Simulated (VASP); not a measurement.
Output of a VASP run:

OUTCAR:
```
 ion  position               nearest neighbor table
   1  0.000  0.000  0.000-   2 2.86   2 2.86   2 2.86   2 2.86
   2  0.250  0.250  0.250-   1 2.86   1 2.86   1 2.86   1 2.86
  LATTYP: Found a face centered cubic cell.
 ALAT       =     6.6148404976
 Subroutine PRICEL returns:
 Original cell was already a primitive cell.
 Subroutine GETGRP returns: Found 24 space group operations
The static configuration has the point symmetry T_d .
The dynamic configuration has the point symmetry T_d .
 Subroutine INISYM returns: Found 24 space group operations
 Subroutine IBZKPT returns following result:
 Found     56 irreducible k-points:

 Following reciprocal coordinates:
            Coordinates               Weight
  0.000000  0.000000  0.000000      1.000000
  0.090909  0.000000  0.000000      8.000000
  0.181818  0.000000  0.000000      8.000000
  0.272727  0.000000  0.000000      8.000000
  0.363636  0.000000  0.000000      8.000000
  0.454545  0.000000  0.000000      8.000000
  0.090909  0.090909  0.000000      6.000000
  0.181818  0.090909  0.000000     24.000000
  0.272727  0.090909  0.000000     24.000000
  0.363636  0.090909  0.000000     24.000000
  0.454545  0.090909  0.000000     24.000000
 -0.454545  0.090909  0.000000     24.000000
 -0.363636  0.090909  0.000000     24.000000
 -0.272727  0.090909  0.000000     24.000000
 -0.181818  0.090909  0.000000     24.000000
 -0.090909  0.090909  0.000000     12.000000
  0.181818  0.181818  0.000000      6.000000
  0.272727  0.181818  0.000000     24.000000
  0.363636  0.181818  0.000000     24.000000
  0.454545  0.181818  0.000000     24.000000
 -0.454545  0.181818  0.000000     24.000000
 -0.363636  0.181818  0.000000     24.000000
 -0.272727  0.181818  0.000000     24.000000
 -0.181818  0.181818  0.000000     12.000000
  0.272727  0.272727  0.000000      6.000000
  0.363636  0.272727  0.000000     24.000000
  0.454545  0.272727  0.000000     24.000000
 -0.454545  0.272727  0.000000     24.000000
 -0.363636  0.272727  0.000000     24.000000
 -0.272727  0.272727  0.000000     12.000000
  0.363636  0.363636  0.000000      6.000000
  0.454545  0.363636  0.000000     24.000000
 -0.454545  0.363636  0.000000     24.000000
 -0.363636  0.363636  0.000000     12.000000
  0.454545  0.454545  0.000000      6.000000
 -0.454545  0.454545  0.000000     12.000000
  0.272727  0.181818  0.090909     24.000000
  0.363636  0.181818  0.090909     48.000000
  0.454545  0.181818  0.090909     48.000000
 -0.454545  0.181818  0.090909     48.000000
   k-points           NKPTS =     56   k-points in BZ     NKDIM =     56   number of bands    NBANDS=     13
   number of dos      NEDOS =    601   number of ions     NIONS =      2
   total plane-waves  NPLWV =  46656
   dimension x,y,z NGX =    36 NGY =   36 NGZ =   36
   dimension x,y,z NGXF=    72 NGYF=   72 NGZF=   72
   ions per type =               1   1
   PREC   = accura    normal or accurate (medium, high low for compatibility)
   ISTART =      0    job   : 0-new  1-cont  2-samecut
   ICHARG =      2    charge: 1-file 2-atom 10-const
   ISPIN  =      1    spin polarized calculation?
   LNONCOLLINEAR =      F non collinear calculations
   LSORBIT =      F    spin-orbit coupling
   INIWAV =      1    electr: 0-lowe 1-rand  2-diag
   ENCUT  =  520.0 eV  38.22 Ry    6.18 a.u.   8.70  8.70  8.70*2*pi/ulx,y,z
   NELM   =    100;   NELMIN=  2; NELMDL= -5     # of ELM steps
   EDIFF  = 0.1E-06   stopping-criterion for ELM
   LREAL  =      F    real-space projection
   NLSPLINE    = F    spline interpolate recip. space projectors
   LMAXMIX     =    4 max onsite mixed and CHGCAR
   VOSKOWN=      0    Vosko Wilk Nusair interpolation
   EDIFFG = 0.1E-05   stopping-criterion for IOM
   NSW    =      0    number of steps for IOM
   NBLOCK =      1;   KBLOCK =      1    inner block; outer block
   IBRION =     -1    ionic relax: 0-MD 1-quasi-New 2-CG
...
```

### OSZICAR
```
       N       E                     dE             d eps       ncg     rms          rms(c)
DAV:   1     0.114883903186E+03    0.11488E+03   -0.79907E+03  1456   0.135E+03
DAV:   2     0.610368341683E+01   -0.10878E+03   -0.10683E+03  1526   0.305E+02
DAV:   3    -0.158637548923E+01   -0.76901E+01   -0.76497E+01  1916   0.881E+01
DAV:   4    -0.179738623605E+01   -0.21101E+00   -0.21092E+00  1744   0.173E+01
DAV:   5    -0.180826959730E+01   -0.10883E-01   -0.10883E-01  2135   0.325E+00    0.323E+00
DAV:   6    -0.170447480400E+01    0.10379E+00   -0.19047E-01  1944   0.667E+00    0.187E+00
DAV:   7    -0.168890316584E+01    0.15572E-01   -0.72722E-02  1789   0.248E+00    0.592E-01
DAV:   8    -0.168874085724E+01    0.16231E-03   -0.68363E-03  2039   0.105E+00    0.243E-01
DAV:   9    -0.168895822617E+01   -0.21737E-03   -0.50630E-04  1569   0.273E-01    0.871E-02
DAV:  10    -0.168899506113E+01   -0.36835E-04   -0.31632E-05  1816   0.526E-02    0.299E-02
DAV:  11    -0.168900544127E+01   -0.10380E-04   -0.15190E-05  1491   0.489E-02    0.126E-02
DAV:  12    -0.168900576884E+01   -0.32757E-06   -0.45082E-07  1863   0.649E-03    0.370E-03
DAV:  13    -0.168900575852E+01    0.10316E-07   -0.36359E-07  1468   0.674E-03
   1 F= -.16890058E+01 E0= -.16890058E+01  d E =0.000000E+00
```

OUTCAR:
```
------------------------ aborting loop because EDIFF is reached ----------------------------------------
  FORCE on cell =-STRESS in cart. coord.  units (eV):
  Direction    XX          YY          ZZ          XY          YZ          ZX
  --------------------------------------------------------------------------------------
  Total        0.0088977      0.0088977      0.0088977      0.0000000      0.0000000     -0.0000000
  in kB        0.1970104      0.1970104      0.1970104      0.0000000      0.0000000     -0.0000000
  external PRESSURE =       0.1970104 kB  Pullay stress =       0.0000000 kB
  volume of cell :       72.36
      direct lattice vectors                 reciprocal lattice vectors
     0.000000000  3.307420249  3.307420249    -0.151175225  0.151175225  0.151175225
     3.307420249  0.000000000  3.307420249     0.151175225 -0.151175225  0.151175225
     3.307420249  3.307420249  0.000000000     0.151175225  0.151175225 -0.151175225
  FREE ENERGIE OF THE ION-ELECTRON SYSTEM (eV)
  ---------------------------------------------------
  free  energy   TOTEN  =        -1.6890057585 eV

  energy  without entropy=       -1.6890057585  energy(sigma->0) =       -1.68900576

 total charge

# of ion       s       p       d       tot
------------------------------------------
    1        0.880   0.662   9.862  11.404
    2        1.154   1.302   0.017   2.473
--------------------------------------------------
tot          2.034   1.964   9.879  13.877
```
(Selected blocks of OUTCAR.)

**POSCAR**
```
InSb
1
    0.0000000000     3.3074202488     3.3074202488
    3.3074202488     0.0000000000     3.3074202488
    3.3074202488     3.3074202488    -0.0000000000
In Sb
1 1
Direct
  1.0000000000   1.0000000000   1.0000000000
  0.2500000000   0.2500000000   0.2500000000
```

**Question.** Write an INCAR and KPOINTS that could have produced this output.

**Answer.** Several could match; the one computed here: the input of the run itself, optB88-vdW, plane waves, VASP's PBE PAW potentials (set 64).

INCAR:
```
SYSTEM = InSb
PREC = Accurate; ENCUT = 520; LREAL = .False.
LASPH = .True.
EDIFF = 1E-7; NELM = 100; ALGO = Normal
LMAXMIX = 4
ISMEAR = -5
GGA = BO; LUSE_VDW = .True.; AGGAC = 0.0
PARAM1 = 0.1833333333; PARAM2 = 0.22
ISIF = 2
LWAVE = .False.; LCHARG = .True.; LORBIT = 11
NEDOS = 601
```

### KPOINTS
```
Automatic mesh
0
Gamma
  11 11 11
```

POTCAR, in this order: In_d Sb (PBE.64 set). Program: vasp_std.

For a metal the tetrahedron method with Blöchl corrections gives inexact stress and forces.

The compound is InSb in the zinc blende structure. It was relaxed first, which changed the volume by +6 %.
